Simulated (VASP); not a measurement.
Output of a VASP run:

**OSZICAR**
```
...
DAV:   8    -0.929524184219E+00   -0.11446E-03   -0.12464E-04   656   0.108E-01    0.161E-02
DAV:   9    -0.929532565824E+00   -0.83816E-05   -0.71499E-06   760   0.237E-02    0.449E-03
DAV:  10    -0.929532188213E+00    0.37761E-06   -0.28433E-06   720   0.110E-02    0.107E-03
DAV:  11    -0.929532212356E+00   -0.24143E-07   -0.62839E-08   544   0.203E-03
   1 F= 0.19184278E+01 E0= 0.19189129E+01  d E =0.191843E+01
       N       E                     dE             d eps       ncg     rms          rms(c)
DAV:   1    -0.135914756884E+02   -0.12662E+02   -0.30405E+02   464   0.142E+02    0.173E+01
DAV:   2    -0.239360358492E+01    0.11198E+02   -0.22772E+01   512   0.313E+01    0.752E+00
DAV:   3    -0.592307717025E+00    0.18013E+01   -0.12384E+01   776   0.214E+01    0.861E-01
DAV:   4    -0.671676779543E+00   -0.79369E-01   -0.68866E-02   632   0.257E+00    0.572E-01
DAV:   5    -0.726105258498E+00   -0.54428E-01   -0.86224E-02   696   0.248E+00    0.459E-01
DAV:   6    -0.727563529641E+00   -0.14583E-02   -0.27958E-03   784   0.523E-01    0.392E-01
DAV:   7    -0.727215984682E+00    0.34754E-03   -0.52264E-04   552   0.112E-01    0.240E-02
DAV:   8    -0.727221580422E+00   -0.55957E-05   -0.13238E-05   552   0.386E-02    0.718E-03
DAV:   9    -0.727222960654E+00   -0.13802E-05   -0.10198E-06   744   0.806E-03    0.916E-04
DAV:  10    -0.727222662768E+00    0.29789E-06   -0.69508E-08   440   0.232E-03    0.920E-04
DAV:  11    -0.727222747962E+00   -0.85194E-07   -0.61961E-09   344   0.878E-04
   2 F= 0.11010110E+01 E0= 0.11019528E+01  d E =-.817417E+00
       N       E                     dE             d eps       ncg     rms          rms(c)
DAV:   1    -0.152455139237E+01   -0.79733E+00   -0.22322E+01   488   0.361E+01    0.461E+00
DAV:   2    -0.732623632487E+00    0.79193E+00   -0.15593E+00   512   0.107E+01    0.210E+00
DAV:   3    -0.564000629669E+00    0.16862E+00   -0.11773E+00   720   0.675E+00    0.424E-01
DAV:   4    -0.568406689852E+00   -0.44061E-02   -0.12111E-02   488   0.117E+00    0.261E-01
DAV:   5    -0.575086547890E+00   -0.66799E-02   -0.68596E-03   704   0.905E-01    0.197E-01
DAV:   6    -0.575224966989E+00   -0.13842E-03   -0.19349E-04   768   0.154E-01    0.194E-01
DAV:   7    -0.575208806192E+00    0.16161E-04   -0.90050E-06   680   0.236E-02    0.100E-02
DAV:   8    -0.575209717849E+00   -0.91166E-06   -0.57676E-06   752   0.157E-02    0.715E-03
DAV:   9    -0.575209652075E+00    0.65774E-07   -0.81125E-07   704   0.651E-03
   3 F= 0.10354868E+01 E0= 0.10361776E+01  d E =-.882941E+00
       N       E                     dE             d eps       ncg     rms          rms(c)
DAV:   1    -0.621258606569E+00   -0.46049E-01   -0.26500E+00   480   0.123E+01    0.157E+00
DAV:   2    -0.530336948639E+00    0.90922E-01   -0.19310E-01   480   0.398E+00    0.734E-01
DAV:   3    -0.508509948655E+00    0.21827E-01   -0.14392E-01   712   0.240E+00    0.171E-01
DAV:   4    -0.508965139011E+00   -0.45519E-03   -0.15705E-03   504   0.428E-01    0.975E-02
DAV:   5    -0.509759168074E+00   -0.79403E-03   -0.70876E-04   696   0.307E-01    0.732E-02
DAV:   6    -0.509774931134E+00   -0.15763E-04   -0.70478E-05   768   0.951E-02    0.691E-02
DAV:   7    -0.509776622426E+00   -0.16913E-05   -0.19053E-05   688   0.480E-02    0.452E-03
DAV:   8    -0.509776919760E+00   -0.29733E-06   -0.41804E-07   648   0.454E-03    0.210E-03
DAV:   9    -0.509776869085E+00    0.50675E-07   -0.51024E-08   296   0.234E-03
   4 F= 0.10310425E+01 E0= 0.10318024E+01  d E =-.887385E+00
```

File OUTCAR:
```
------------------------ aborting loop because EDIFF is reached ----------------------------------------
  FORCE on cell =-STRESS in cart. coord.  units (eV):
  Direction    XX          YY          ZZ          XY          YZ          ZX
  --------------------------------------------------------------------------------------
  Total        1.5488246      1.5488246      1.5488246     -0.0000000      0.0000000     -0.0000000
  in kB       50.2597713     50.2597713     50.2597713     -0.0000000      0.0000000     -0.0000000
  external PRESSURE =       0.2597713 kB  Pullay stress =      50.0000000 kB
  volume of cell :       49.37
      direct lattice vectors                 reciprocal lattice vectors
    -2.311057602  2.311057602  2.311057602     0.000000000  0.216351163  0.216351163
     2.311057602 -2.311057602  2.311057602     0.216351163  0.000000000  0.216351163
     2.311057602  2.311057602 -2.311057602     0.216351163  0.216351163  0.000000000
 POSITION                                       TOTAL-FORCE (eV/Angst)
 -----------------------------------------------------------------------------------
      2.31106     -2.31106      2.31106         0.000000     -0.000000      0.000000
 -----------------------------------------------------------------------------------
    total drift:                                0.000000     -0.000000      0.000000
  FREE ENERGIE OF THE ION-ELECTRON SYSTEM (eV)
  ---------------------------------------------------
  free  energy   TOTEN  =        -0.5097768691 eV

  energy  without entropy=       -0.5074970184  energy(sigma->0) =       -0.50901692
  enthalpy is  TOTEN    =         1.0310424809 eV   P V=        1.5408193500

 reached required accuracy - stopping structural energy minimisation
```
(Selected blocks of OUTCAR.)

File POSCAR:
```
Rb
1
   -2.8362085326     2.8362085326     2.8362085326
    2.8362085326    -2.8362085326     2.8362085326
    2.8362085326     2.8362085326    -2.8362085326
Rb
1
Direct
  0.0000000000   0.0000000000   0.0000000000
```

**Question.** Reconstruct the remaining input files.

**Answer.** Several could match; the one computed here: the input of the run itself, PBE GGA, plane waves, VASP's PBE PAW potentials (set 64).

**INCAR**
```
ALGO = Normal
EDIFF = 1E-7
EDIFFG = -0.01
ENCUT = 480
GGA = PE
IBRION = 2
ISIF = 3
ISMEAR = 1
LASPH = .True.
LCHARG = .False.
LMAXMIX = 4
LREAL = .False.
LWAVE = .False.
NELM = 100
NSW = 40
PREC = Accurate
PSTRESS = 50
SIGMA = 0.1
SYSTEM = Rb
```

**KPOINTS**
```
Automatic mesh
0
Gamma
8 8 8
0 0 0
```

POTCAR, in this order: Rb_sv (PBE.64 set). Program: vasp_std.

Energy and stress use the plane-wave basis of the starting cell.

The compound is Rb in the bcc structure. This run relaxes it under an external pressure of 5 GPa. Symmetry was kept, so distortions that lower it aren't found.
